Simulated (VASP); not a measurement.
# CaHI (space group P4/nmm): computed properties

These are PBEsol GGA, VASP's PBE PAW potentials (set 64) (plane waves; VASP 6.6.1) values and carry that method's errors.

For CaHI, the space group is P4/nmm (129) and the cell is a = 3.972 Å, b = 3.972 Å, c = 8.747 Å, α = 90.00°, β = 90.00°, γ = 90.00°. The volume per atom comes out as 23.00 Å^3/atom. The band gap (over mesh and band path) comes out as 3.05 eV. The smallest direct gap (over mesh and band path) comes out as 3.27 eV, the band-edge character is indirect, Z to M and the density is 4.04 g/cm³. The mean ε∞ (DFPT) is 4.68 and the mean ε∞ (independent particles) comes out as 5.11. The mean static ε is 8.17. The optical Γ-point spectrum comes out as 58 (×2), 68, 125 (×2), 137, 181 (×2), 204, 822 (×2), 867, 918 (×2), 956 cm⁻¹.

CaHI has the tetragonal space group P4/nmm, origin choice 1 (No. 129), Pearson symbol tP6. Cell: a = b = 3.972 Å, c = 8.747 Å, α = β = γ = 90.00°. Ca on 2c is coordinated by 4 H at 2.317 Å and 4 I at 3.209 Å and 1 I at 3.939 Å. H on 2a sees 4 Ca at 2.317 Å (tetrahedral). I on 2c sees 4 Ca at 3.209 Å and 1 Ca at 3.939 Å. (Neighbours: up to the widest gap in distance over summed covalent radii, below 1.35, at either atom; cation-cation and far metal-metal contacts left out.)

Unless said otherwise, spin-orbit coupling is left out, though it shifts the bands of the heavy elements here.

The structure comes from a computed database's CaHI entry (P4/nmm); how it stands against other phases isn't given here. It was relaxed first, which changed the volume by -9 %. Symmetry was kept, so distortions that lower it aren't found.
